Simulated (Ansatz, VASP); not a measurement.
## BO in two plane-wave programs

Aim: how closely do two programs agree when they are given the same cell, functional and k mesh? Of the first pair: The structure shown is the start of the Ansatz relaxation below; VASP solves that cell, so the two are compared at the walk's first step.

Calculated with Ansatz 0.2.0; plane waves, with VASP 6.6.1 beside it; single point at PBE.

## Step 1: The starting structure

The cell holds 4 atoms: 2 B and 2 O. Its edges and angles: a = 2.171 Å, b = 2.171 Å, c = 32.900 Å, α = 90.0°, β = 90.0°, γ = 120.0°. Vacuum lies along c.

As a file:

```cif
data_structure
_symmetry_space_group_name_H-M 'P 1'
_symmetry_Int_Tables_number 1
_cell_length_a 2.1709
_cell_length_b 2.1709
_cell_length_c 32.9000
_cell_angle_alpha 90.000
_cell_angle_beta 90.000
_cell_angle_gamma 120.000
_cell_volume 134.28
loop_
_atom_site_label
_atom_site_type_symbol
_atom_site_fract_x
_atom_site_fract_y
_atom_site_fract_z
_atom_site_occupancy
B1 B 0.33333 0.66667 0.52553 1
B2 B 0.33333 0.66667 0.47447 1
O3 O 0.66667 0.33333 0.54307 1
O4 O 0.66667 0.33333 0.45693 1
```

## Step 2: Ansatz: relaxation, PBE

Ansatz runs on its PAW soft_1 files.

The two programs are compared at the cell with which this relaxation starts, whose forces are those of its first step.

Contents of input.yaml:

```yaml
crystal:
  lattice:
    - [2.17092, 0.0, 0.0]
    - [-1.08546, 1.8800718696, 0.0]
    - [0.0, 0.0, 32.9]
  atoms:
    - { symbol: B, position: [0.3333333333, 0.6666666667, 0.5255319149] }
    - { symbol: B, position: [0.3333333333, 0.6666666667, 0.4744680851] }
    - { symbol: O, position: [0.6666666667, 0.3333333333, 0.5430723404] }
    - { symbol: O, position: [0.6666666667, 0.3333333333, 0.4569276596] }
  periodic: [true, true, false]
kpoints:
  mp_grid: { grid: [12, 12, 1] }
hamiltonian:
  xc: pbe
  pseudopotentials: { kind: paw, azcp: { folder: soft_1 } }
scf:
  occupations: { method: fermi_dirac, width: 0.02 }
relax:
  f_tol: 0.01
  max_steps: 100
  cell: {}
output:
  write_density: true
  write_potential: true
  elf: true
  volumetric_format: npy
```

Run with:

```sh
$ ansatz run input.yaml --threads 4 --pin off --max-ram 17510MiB --backend cpu --events-out ev --progress --plain --runs-dir out
```

Numbers of over 12 decimals in the logs are rounded to 6 here.

The program printed:

```text
Engine: ansatz 0.2.0, aarch64-unknown-linux-gnu
Pseudopotentials: kind: paw
Pseudopotential: B, paw, valence charge 3, recommended cutoff 420 eV (normal), soft_1/B.paw.azcp
Pseudopotential: O, paw, valence charge 6, recommended cutoff 420 eV (normal), soft_1/O.paw.azcp
Functional definition: PBE
  parameter kappa = 0.804
  parameter beta = 0.066725
  exchange = pbe_x(kappa = kappa, mu = beta*pi^2/3)
  correlation = pbe_c(beta = beta)
Crystal: 4 atoms, lattice volume = 134.281 Å³
Basis set: ecut = 420 eV, 2701 PW (Γ), exchange–correlation on 30×30×450 points (8 copies of the dense FFT grid, shifted against one another)
Bands: 13, of which v1, the nominal top of the filled ones, is band 9 counted from 1 (8 counted from 0)
Symmetry: 12 space group operations
Space group: P-6m2 (ITA 187), of the structure as read, at distance tolerance 5.1e-5 Å
k-points: 19 of 144 (time reversal used)
Non-local potential: B, projectors of the file, l = 0: 2, l = 1: 2, l = 2: 1
Non-local potential: O, projectors of the file, l = 0: 2, l = 1: 2, l = 2: 1
PAW form: soft (Blöchl's): semilocal exchange-correlation on the pseudo side does not see the compensation charge
PAW one-centre angular grid: B, 110 points (default); XC on 64 Gauss nodes
PAW one-centre angular grid: O, 110 points (default); XC on 64 Gauss nodes
Initial density: superposition of atomic densities (neutral atoms: chi_scale 0, normalization atom)
Initial wavefunctions: pseudopotential atomic-orbital guess
Functional: x = pbe(κ = 0.804, μ = 0.219515), c = pbe(β = 0.066725)
SCF iter   1: F=—  HF=-1447.939737 eV  |F-HF|=—  |Δ(HF+E_count)|=         —  Δρ=7.73e-2  dr2=5.38e0  ethr=3.10e-3  ⟨swp⟩=12.9  Hψ=2941  notcnv=0
preconditioner: auto → Resta (q_TF=auto, 1.952 Å⁻¹)  ε∞=1.4  [insulator: Δε(μ)=5.882 eV  Ē_g=22.031 eV  σ=0.020 eV  W_gap=1.00  n_scr=20 (ndim 8)  ℏωp=13.6 eV  f_vac=0.802  D(μ)=0.00/eV (n_scr^D=0)  ε∞_Penn≈1.4  vacuum switching on, ρ_ref=3.5e-2 e/Å³]
SCF iter   2: F=—  HF=-1446.211640 eV  |F-HF|=—  |Δ(HF+E_count)|=    1.73e0  Δρ=2.56e-2  dr2=5.50e-1  ethr=3.10e-3  ⟨swp⟩=4.4  Hψ=941  notcnv=0
SCF iter   3: F=—  HF=-1446.118159 eV  |F-HF|=—  |Δ(HF+E_count)|=   9.35e-2  Δρ=9.87e-3  dr2=1.06e-1  ethr=3.06e-3  ⟨swp⟩=5.0  Hψ=686  notcnv=0  defer=1
SCF iter   4: F=—  HF=-1446.101431 eV  |F-HF|=—  |Δ(HF+E_count)|=   1.67e-2  Δρ=3.12e-3  dr2=4.23e-3  ethr=5.87e-4  ⟨swp⟩=4.0  Hψ=711  notcnv=0
SCF iter   5: F=—  HF=-1446.102225 eV  |F-HF|=—  |Δ(HF+E_count)|=   7.93e-4  Δρ=4.79e-4  dr2=1.26e-4  ethr=2.35e-5  ⟨swp⟩=4.4  Hψ=707  notcnv=0
SCF iter   6: F=—  HF=-1446.102300 eV  |F-HF|=—  |Δ(HF+E_count)|=   7.52e-5  Δρ=9.42e-5  dr2=6.27e-6  ethr=7.01e-7  ⟨swp⟩=3.5  Hψ=595  notcnv=0
SCF iter   7: F=—  HF=-1446.102269 eV  |F-HF|=—  |Δ(HF+E_count)|=   3.11e-5  Δρ=1.13e-5  dr2=9.68e-8  ethr=5.56e-10  ⟨swp⟩=14.0  Hψ=2857  notcnv=0
SCF iter   8: F=-1446.102269 eV  HF=-1446.102269 eV  |F-HF|=9.69e-11  |Δ(HF+E_count)|=   8.08e-9  Δρ=9.87e-7  dr2=7.63e-10  ethr=5.38e-10  ⟨swp⟩=11.4  Hψ=2331  notcnv=0
SCF 1 converged in 8 iterations: F = -1446.102269 eV  dr2 = 7.63e-10
  greatest PAW one-centre occupation: 0.881 electrons in one spin orbital (limit 2), on the O atom at site 3 (counted from 0), in its partial waves of l = 0
relax step   1: F+E_penalty+E_count = -1446.10226883 eV  Δ(F+E_penalty+E_count) = +0.000e0 eV  max|allowed force component| = 2.895e0 eV/Å  Δτ_max = 0.0000 Å  P = +91.461 N/m  Ω = 134.281 Å³  fix = [c, alpha, beta]  reactions: c +0.000 N/m  (8 SCF iters, dr2 threshold 1.00e-7 eV, accepted)
[...]
relax step   9: F+E_penalty+E_count = -1448.70419058 eV  Δ(F+E_penalty+E_count) = -4.676e-3 eV  max|allowed force component| = 6.630e-3 eV/Å  Δτ_max = 0.0023 Å  P = +0.270 N/m  Ω = 169.737 Å³  energy of the carried Pulay correction = -1.222e-3 eV  fix = [c, alpha, beta]  reactions: c +0.000 N/m  (5 SCF iters, dr2 threshold 4.00e-7 eV, accepted)
[...]
relax step  10: F+E_penalty+E_count = -1448.70411375 eV  Δ(F+E_penalty+E_count) = +7.683e-5 eV  max|allowed force component| = 2.567e-3 eV/Å  Δτ_max = 0.0008 Å  P = +0.013 N/m  Ω = 169.941 Å³  energy of the carried Pulay correction = -1.357e-3 eV  fix = [c, alpha, beta]  reactions: c +0.000 N/m  (4 SCF iters, dr2 threshold 1.10e-7 eV, accepted)
[...]
relax step  11: F+E_penalty+E_count = -1448.70550646 eV  Δ(F+E_penalty+E_count) = -1.393e-3 eV  max|allowed force component| = 3.028e-3 eV/Å  Δτ_max = 0.0000 Å  P = +0.041 N/m  Ω = 169.941 Å³  fix = [c, alpha, beta]  reactions: c +0.000 N/m  stress off target by 4.13e-2 N/m on what of the cell is left free  SCF on the basis re-selected at this cell (its energy is not comparable with the rows above)  (6 SCF iters)
basis re-selected at this cell: Δ(F+E_penalty+E_count) = -1.393e-3 eV, ΔP = +0.028 N/m vs the last step (what re-selecting the basis moved, of the pressure what is left beyond the Pulay correction that the steps carried, after the strain that the cell walked since its last selection, with what the two solves' SCF thresholds leave and, on support functions, any second-order correction that the steps lacked; it is no m [...]
WARN: The output density's exchange-correlation potential varies sharply where the density is thin. Do not read a vacuum level from v_tot or v_xc, or from such a field of the output density. On a cell that repeats whose density bears no net charge and no dipole along the vacuum's axis use v_es (v_loc + v_h of the components); under efield.dipole_correction with no amplitude use v_es + v_field, which holds any externa [...]
SCF converged after 6 iterations
Free energy (F): -1448.705506 eV
Harris-Foulkes:  -1448.705506 eV  (|F-HF|=1.63e-10)
Internal energy: -1448.705506 eV  (E = F + TS)
E sigma→0 (E₀):  -1448.705506 eV
Fermi energy:    -4.240023 eV
--- Per-component energies (eV) ---
  E_band       = -283.837905
  E_kinetic    = 439.664845
  E_local      = -38477.553320  (includes V_loc(G=0)·N_el)
  E_nonlocal   = 121.114608
  E_hartree    = 18992.843829
  E_xc         = -208.403637
  E_vxc        = -259.519385  (∫ρ·V_xc dr)
  E_paw        = -482.768686  (= ΣΔE_a)
  E_vpaw       = -93.233878  (= ΣTr[D̂ρ^β])
  E_aug_tail   = 0.001592  (compensation charges beyond the density's cutoff)
  E_ewald      = 18166.395263
  E_smearing   = -0.000000  (= −TS)
  E_closure    = 0.000000  (closes the sum)
  Σ components = -1448.705506   (vs F -1448.705506, Δ=0.00e0)
--- Forces (eV/Å), atoms counted from 1 ---
  atom   1  B      0.00000000    -0.00000000    -0.00214851
  atom   2  B      0.00000000    -0.00000000     0.00214851
  atom   3  O      0.00000000     0.00000000     0.00302796
  atom   4  O      0.00000000     0.00000000    -0.00302796
  max |Σ_I F_I| component: 9.46e-16 eV/Å
--- 2D stress c σ (N/m, compression-positive) ---
        0.041296      -0.000000       0.000000
       -0.000000       0.041296       0.000000
        0.000000       0.000000       0.000000
  P = ½ c Tr σ = 0.0413 N/m
--- Band table (eV; the first three rows and the last of 19) ---
  k-point 0: bands = [... 5 lower, -10.1898, -10.0065, -10.0065, -6.9367, -0.5267 (-0.5272°), -0.3625 (-0.3643°), 0.3442, 0.3942]
  k-point 1: bands = [... 5 lower, -10.5561, -10.3812, -10.1781, -6.8276, -0.2977 (-0.2982°), -0.1674 (-0.1687°), 0.5786, 0.6114]
  k-point 2: bands = [... 5 lower, -11.3782, -10.8651, -10.6165, -6.6763, 0.2633 (0.2632°), 0.3648 (0.3644°), 1.0048, 1.2696]
  k-point 18: bands = [... 5 lower, -15.4715, -11.1065, -9.8854, -8.1966, -1.6531, 2.9354, 5.0992, 5.8531]
  ° read free of the cell's end (the report's vacuum.weakly_bound_levels)
--- Relaxed structure (9 steps of the walk, 9 accepted, 2 SCFs on fresh bases) ---
  F+E_penalty+E_count = -1448.70550646 eV   max|allowed force component| = 3.028e-3 eV/Å   (the final SCF, on the basis selected at the relaxed cell)
  cell:  # Å, volume = 169.9411 Å³
    - [2.442226, 0, 0.0]
    - [-1.221113, 2.115030, 0.0]
    - [0.0, 0.0, 32.9]
  atoms:
    - { symbol: B, position: [0.333333, 0.666667, 0.526932] }
    - { symbol: B, position: [0.333333, 0.666667, 0.473068] }
    - { symbol: O, position: [0.666667, 0.333333, 0.544422] }
    - { symbol: O, position: [0.666667, 0.333333, 0.455578] }
```

## Step 3: VASP: single point, PBE, start cell, pair 1

The same cell, functional, mesh and smearing now go to VASP, with its own data sets.

Lines of VASP's logs that name or quote its potential files are left out, and so is its time.

Contents of INCAR:

```
SYSTEM = BO
PREC = Accurate
ENCUT = 520
EDIFF = 1E-06
NELM = 120
ISMEAR = -1
SIGMA = 0.02
LREAL = .FALSE.
ALGO = Normal
GGA = PE
NBANDS = 15
LORBIT = 11
LWAVE = .FALSE.
LCHARG = .FALSE.
ISIF = 2
LDIPOL = .TRUE.
IDIPOL = 3
DIPOL = 0.5 0.5 0.5
LVHAR = .TRUE.
LASPH = .TRUE.
GGA_COMPAT = .FALSE.
EFERMI = MIDGAP
NELMDL = -8
```

Contents of POSCAR:

```
BO
1.0
    2.1709200000      0.0000000000      0.0000000000
   -1.0854600000      1.8800720000      0.0000000000
    0.0000000000      0.0000000000     32.9000000000
B O
2 2
Direct
    0.3333332447      0.6666664894      0.5255319149
    0.3333332447      0.6666664894      0.4744680851
    0.6666665780      0.3333331561      0.5430723404
    0.6666665780      0.3333331561      0.4569276596
```

Contents of KPOINTS:

```
Automatic mesh
0
Gamma
12 12 1
0 0 0
```

Potentials, in the order of the species: B and O (PBE family, release 64).

Run with:

```sh
$ mpirun -np 1 vasp_std
```

The program printed:

```text
[banner, memory and clock lines left out]
running    1 mpi-ranks, on    1 nodes
 distrk:  each k-point on    1 cores,    1 groups
 distr:  one band on    1 cores,    1 groups

 POSCAR found type information on POSCAR B O
 POSCAR found :  2 types and       4 ions
 LDA part: xc-table for (Slater+PW92), standard interpolation
 POSCAR, INCAR and KPOINTS ok, starting setup
 FFT: planning ... GRIDC
 FFT: planning ... GRID_SOFT
 FFT: planning ... GRID
 WAVECAR not read
 entering main loop
       N       E                     dE             d eps       ncg     rms          rms(c)
DAV:   1     0.129665023205E+03    0.12967E+03   -0.90554E+03   698   0.942E+02
DAV:   2    -0.197604035924E+02   -0.14943E+03   -0.13277E+03   843   0.214E+02
DAV:   3    -0.295838598782E+02   -0.98235E+01   -0.97909E+01   759   0.688E+01
DAV:   4    -0.297137236573E+02   -0.12986E+00   -0.12969E+00   795   0.845E+00
DAV:   5    -0.297161004993E+02   -0.23768E-02   -0.23742E-02   731   0.105E+00
DAV:   6    -0.297161629581E+02   -0.62459E-04   -0.62446E-04   808   0.159E-01
DAV:   7    -0.297161650125E+02   -0.20544E-05   -0.20544E-05   737   0.255E-02
DAV:   8    -0.297161650912E+02   -0.78649E-07   -0.78551E-07   660   0.455E-03    0.106E+01
DAV:   9    -0.279772528526E+02    0.17389E+01   -0.35970E+00   752   0.163E+01    0.503E+00
DAV:  10    -0.276591781327E+02    0.31807E+00   -0.64799E-01   787   0.616E+00    0.221E+00
DAV:  11    -0.276069214410E+02    0.52257E-01   -0.21495E-01   780   0.347E+00    0.395E-01
DAV:  12    -0.276018466453E+02    0.50748E-02   -0.19373E-02   759   0.123E+00    0.130E-01
DAV:  13    -0.276001595713E+02    0.16871E-02   -0.16886E-03   787   0.341E-01    0.638E-02
DAV:  14    -0.275988233472E+02    0.13362E-02   -0.10827E-03   759   0.199E-01    0.417E-02
DAV:  15    -0.275989263191E+02   -0.10297E-03   -0.10292E-03   745   0.176E-01    0.258E-02
DAV:  16    -0.275993034104E+02   -0.37709E-03   -0.18077E-04   661   0.870E-02    0.130E-02
DAV:  17    -0.275996265141E+02   -0.32310E-03   -0.30756E-05   675   0.240E-02    0.772E-03
DAV:  18    -0.275998138228E+02   -0.18731E-03   -0.20479E-05   682   0.265E-02    0.450E-03
DAV:  19    -0.275999985762E+02   -0.18475E-03   -0.23764E-05   696   0.162E-02    0.150E-03
DAV:  20    -0.276000187829E+02   -0.20207E-04   -0.43297E-07   579   0.347E-03    0.681E-04
DAV:  21    -0.276000435043E+02   -0.24721E-04   -0.13472E-06   509   0.294E-03    0.503E-04
DAV:  22    -0.276000457832E+02   -0.22790E-05   -0.70661E-08   565   0.159E-03    0.163E-04
DAV:  23    -0.276000473743E+02   -0.15910E-05   -0.25199E-08   502   0.760E-04    0.182E-04
DAV:  24    -0.276000474285E+02   -0.54189E-07   -0.16905E-09   621   0.364E-04
   1 F= -.27600047E+02 E0= -.27600047E+02  d E =0.000000E+00
```

From OUTCAR (step 3):

```text
ion  position               nearest neighbor table
   1  0.333  0.667  0.526-   3 1.38   3 1.38   3 1.38   2 1.68
   2  0.333  0.667  0.474-   4 1.38   4 1.38   4 1.38   1 1.68
   3  0.667  0.333  0.543-   1 1.38   1 1.38   1 1.38
   4  0.667  0.333  0.457-   2 1.38   2 1.38   2 1.38

  LATTYP: Found a hexagonal cell.
 ALAT       =     2.1709200000
 C/A-ratio  =    15.1548652184

 Subroutine GETGRP returns: Found 12 space group operations
 (whereof 12 operations were pure point group operations)

The static configuration has the point symmetry D_3h.

 Found     19 irreducible k-points:

   k-points           NKPTS =     19   k-points in BZ     NKDIM =     19   number of bands    NBANDS=     15

   dimension x,y,z NGX =    16 NGY =   16 NGZ =  250
   dimension x,y,z NGXF=    32 NGYF=   32 NGZF=  500

   ENCUT  =  520.0 eV  38.22 Ry    6.18 a.u.   4.04  4.04 61.17*2*pi/ulx,y,z

   NELECT =      18.0000    total number of electrons

 k-points in reciprocal lattice and weights: Automatic mesh
   0.00000000  0.00000000  0.00000000       0.007
   0.08333333  0.00000000  0.00000000       0.042
   0.16666667 -0.00000000  0.00000000       0.042
   0.25000000  0.00000000  0.00000000       0.042
   0.33333333 -0.00000000  0.00000000       0.042
   0.41666667  0.00000000  0.00000000       0.042
   0.50000000  0.00000000  0.00000000       0.021
   0.08333333  0.08333333  0.00000000       0.042
   0.16666667  0.08333333  0.00000000       0.083
[...]
0.33333333  0.25000000  0.00000000       0.083
   0.33333333  0.33333333  0.00000000       0.014

 dipolmoment           0.000000      0.000000     -0.000000 electrons x Angstroem

 average (electrostatic) potential at core
       1 -36.3740       2 -36.3740       3 -80.9490       4 -80.9490

 E-fermi :  -1.9420

 k-point     1 :       0.0000    0.0000    0.0000
  band No.  band energies     occupation
    ...
      5      -7.2043      2.00000
      6      -7.2043      2.00000
      7      -7.0329      2.00000
      8      -7.0329      2.00000
      9      -5.3220      2.00000
     10       1.8064      0.00000
     11       1.9744      0.00000
     12       2.3284      0.00000
     13       2.5440      0.00000
     14       2.9293      0.00000
    ...

 k-point     2 :       0.0833    0.0000    0.0000
  band No.  band energies     occupation
    ...
      5      -8.0100      2.00000
      6      -7.7122      2.00000
      7      -7.4873      2.00000
      8      -7.2928      2.00000
      9      -5.1551      2.00000
     10       2.0904      0.00000
     11       2.2476      0.00000
     12       2.6211      0.00000
     13       2.8376      0.00000
     14       3.2174      0.00000
    ...

 k-point     3 :       0.1667   -0.0000    0.0000
  band No.  band energies     occupation
    ...
      5      -9.9527      2.00000
      6      -9.2758      2.00000
      7      -8.1917      2.00000
      8      -7.9456      2.00000
      9      -4.8458      2.00000
     10       2.9404      0.00000
     11       3.0485      0.00000
     12       3.4993      0.00000
     13       3.7185      0.00000
     14       4.0767      0.00000
    ...

  Total       23.7266810     23.7266843      6.6353341      0.0000000     -0.0000000      0.0000000
  in kB      283.0957669    283.0958062     79.1697322      0.0000000     -0.0000000      0.0000000
  external PRESSURE =     215.1204351 kB  Pullay stress =       0.0000000 kB

  energy-cutoff  :      520.00
  volume of cell :      134.28
      direct lattice vectors                 reciprocal lattice vectors
     2.170920000  0.000000000  0.000000000     0.460634201  0.265947262  0.000000000
    -1.085460000  1.880072000  0.000000000     0.000000000  0.531894523  0.000000000
     0.000000000  0.000000000 32.900000000     0.000000000  0.000000000  0.030395137

 POSITION                                       TOTAL-FORCE (eV/Angst)
 -----------------------------------------------------------------------------------
      0.00000      1.25338     17.29000         0.000000     -0.000000     -0.908004
      0.00000      1.25338     15.61000         0.000000     -0.000000      0.908004
      1.08546      0.62669     17.86708        -0.000000      0.000000      2.910379
      1.08546      0.62669     15.03292        -0.000000      0.000000     -2.910379
 -----------------------------------------------------------------------------------
    total drift:                                0.000001      0.000686      0.000000

  FREE ENERGIE OF THE ION-ELECTRON SYSTEM (eV)
  ---------------------------------------------------
  free  energy   TOTEN  =       -27.6000474285 eV

  energy  without entropy=      -27.6000474285  energy(sigma->0) =      -27.60004743

 vacuum level on the upper side and lower side of the slab         2.294         2.294

 total charge
# of ion       s       p       d       tot
------------------------------------------
    1        0.787   1.710   0.000   2.497
    2        0.787   1.710   0.000   2.497
    3        1.590   3.869   0.000   5.459
    4        1.590   3.869   0.000   5.459
--------------------------------------------------
tot          4.754  11.158   0.000  15.912

[... 3 further parts left out ...]
```

(Continued in part 2 of 2.)

[Lines on the potential files, build, host, timing and source positions are cut from VASP's logs without a mark.]

[Logs are printed without paths, hosts, clocks, repeated set-up lines and the standing remarks that a program may print on its own settings, such as how far it seeks lower states.]

[Hosts, paths, dates, database ids (printed as entryN), source tags and the programs' standing remarks are cut or masked in the printed files.]
